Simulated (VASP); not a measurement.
OSZICAR of a VASP run on ZnSe (zinc blende):

### OSZICAR
```
       N       E                     dE             d eps       ncg     rms          rms(c)
DAV:   1     0.915642688636E+02    0.91564E+02   -0.89336E+03   910   0.158E+03
DAV:   2     0.417169236507E+01   -0.87393E+02   -0.83913E+02   985   0.276E+02
DAV:   3    -0.163481889299E+01   -0.58065E+01   -0.57839E+01  1110   0.713E+01
DAV:   4    -0.169086328747E+01   -0.56044E-01   -0.56035E-01  1005   0.747E+00
DAV:   5    -0.169116337268E+01   -0.30009E-03   -0.30008E-03  1090   0.521E-01    0.470E+00
DAV:   6    -0.142391090017E+01    0.26725E+00   -0.69222E-01  1302   0.283E+01    0.355E+00
DAV:   7    -0.140861069508E+01    0.15300E-01   -0.18123E-01  1005   0.433E+00    0.149E+00
DAV:   8    -0.140863955017E+01   -0.28855E-04   -0.37741E-03  1060   0.642E-01    0.456E-01
DAV:   9    -0.140878577702E+01   -0.14623E-03   -0.94997E-04   995   0.292E-01    0.675E-02
DAV:  10    -0.140884275076E+01   -0.56974E-04   -0.10058E-04  1005   0.934E-02    0.172E-02
DAV:  11    -0.140884895156E+01   -0.62008E-05   -0.17304E-05  1005   0.367E-02    0.406E-03
DAV:  12    -0.140884965393E+01   -0.70236E-06   -0.20059E-06  1055   0.122E-02    0.326E-03
DAV:  13    -0.140884961693E+01    0.36998E-07   -0.31739E-07   919   0.620E-03
   1 F= -.14088496E+01 E0= -.14088496E+01  d E =0.000000E+00
```

Which electronic solver shows in the log?

It is blocked Davidson (ALGO = Normal, or the opening steps of other solvers). The INCAR had ALGO = Normal.

Can the final energy be trusted as converged?

The calculation finished and met its thresholds. It stopped with EDIFF = 1E-7, NELM = 100 (optB86b-vdW, plane waves, VASP's PBE PAW potentials (set 64)).

The compound is ZnSe in the zinc blende structure. It was relaxed first.
